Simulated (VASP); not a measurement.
Consider the following.

```
CELL_PARAMETERS angstrom
      1.35500    -2.34693     0.00000
      1.35500     2.34693     0.00000
      0.00000     0.00000     4.28000
ATOMIC_POSITIONS crystal
  Ru 0.33333 0.66667 0.25000
  Ru 0.66667 0.33333 0.75000
```

Level of theory: PBE GGA, VASP's PBE PAW potentials (set 64) (plane waves; VASP). Run with 300 eV cut-off, 14×14×8 Γ-centred mesh, first-order Methfessel-Paxton smearing of 0.10 eV, potentials Ru_pv.

At this cut-off the stress carries a Pulay error, which pulls relaxed volumes low.

### Question
Give the stress tensor in GPa (positive for a compressed cell).

### Answer

```
3.09  0.00  0.00
0.00  3.09  0.00
0.00  0.00  2.27
```
The pressure is its mean diagonal, 2.81 GPa.

The compound is Ru in the hcp structure. The cell was not relaxed at this level. The run is one of a series of settings (ENCUT = 300 against the base run), some of them coarse on purpose.
